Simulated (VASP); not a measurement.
Calculation: PBEsol GGA, VASP's PBE PAW potentials (set 64) (plane waves; VASP 6.6.1).

A VASP calculation is set up with these files.

### POSCAR
```
HgTe
1
    4.5193445276     0.0000000000    -0.0000000000
   -2.2596722638     3.9138673182    -0.0000000000
   -0.0000000000    -0.0000000000    10.1735602423
Hg Te
3 3
Direct
  0.6488436951   0.6488436951   0.0000000000
  0.3511563049   0.0000000000   0.6666670000
  0.0000000000   0.3511563049   0.3333330000
  0.5414481077   0.5414481077   0.5000000000
  0.4585518923   0.0000000000   0.1666670000
  1.0000000000   0.4585518923   0.8333330000
```

**INCAR**
```
SYSTEM = HgTe
NBANDS = 96
LWAVE = .FALSE.
EDIFF = 1E-7
GGA = PS
LCHARG = .FALSE.
NELM = 100   # most electronic steps
ISMEAR = 0
PREC = Accurate
LOPTICS = .TRUE.
CSHIFT = 0.1
ALGO = Normal   # blocked Davidson
ENCUT = 400
LMAXMIX = 6
SIGMA = 0.01   # width (eV)
LASPH = .TRUE.   # aspherical one-centre terms
NEDOS = 1001   # DOS grid
LREAL = .FALSE.   # projection in real space or not
```

KPOINTS:
```
Automatic mesh
0
Gamma
13 13 5
0 0 0
```

POTCAR, in this order: Hg Te (PBE.64 set). Program: vasp_std.

Task: What will the output report for the number of irreducible k-points (NKPTS), largest plane-wave count, number of space-group operations, FFT grid (NGX, NGY, NGZ)?

Result: 
```yaml
number of irreducible k-points (NKPTS): 91
largest_plane_wave_count: 3315
number_of_space_group_operations: 6
FFT grid (NGX, NGY, NGZ): 30 × 30 × 70
```

The structure comes from a computed database's HgTe entry (P3_221); how it stands against other phases isn't given here. It was relaxed first, which changed the volume by -8 %.
